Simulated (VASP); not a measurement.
# Rb3Li (space group Fm-3m): computed properties

Method: PBEsol GGA, VASP's PBE PAW potentials (set 64) (plane waves; VASP).

```json
{
 "space_group": "Fm-3m (225)",
 "cell": "a = 10.1741 Å, b = 10.1741 Å, c = 10.1741 Å, α = 90.00°, β = 90.00°, γ = 90.00°",
 "volume_per_atom": "65.82 Å³/atom",
 "band gap (over mesh and band path)": "none (metal, semimetal or under 0.01 eV)",
 "band_gap_with_spin_orbit_coupling": "none (metallic)",
 "density": "1.66 g/cm³"
}
```

```cif
data_Li4Rb12
_chemical_formula_sum 'Rb12 Li4'
_space_group_name_H-M_alt 'Fm-3m'
_space_group_IT_number 225
_space_group_name_Hall '-F 4 2 3'
_cell_length_a 10.17413
_cell_length_b 10.17413
_cell_length_c 10.17413
_cell_angle_alpha 90.000
_cell_angle_beta 90.000
_cell_angle_gamma 90.000
loop_
_atom_site_label
_atom_site_type_symbol
_atom_site_symmetry_multiplicity
_atom_site_Wyckoff_symbol
_atom_site_fract_x
_atom_site_fract_y
_atom_site_fract_z
_atom_site_occupancy
Rb1 Rb 8 c 0.25000 0.25000 0.25000 1
Rb2 Rb 4 b 0.50000 0.50000 0.50000 1
Li1 Li 4 a 0.00000 0.00000 0.00000 1
```
(The calculation used a cell of 4 atoms; values per cell refer to that cell.)

The structure comes from a computed database's Rb3Li entry (Fm-3m); how it stands against other phases isn't given here. It was relaxed first. Symmetry was kept, so distortions that lower it aren't found.
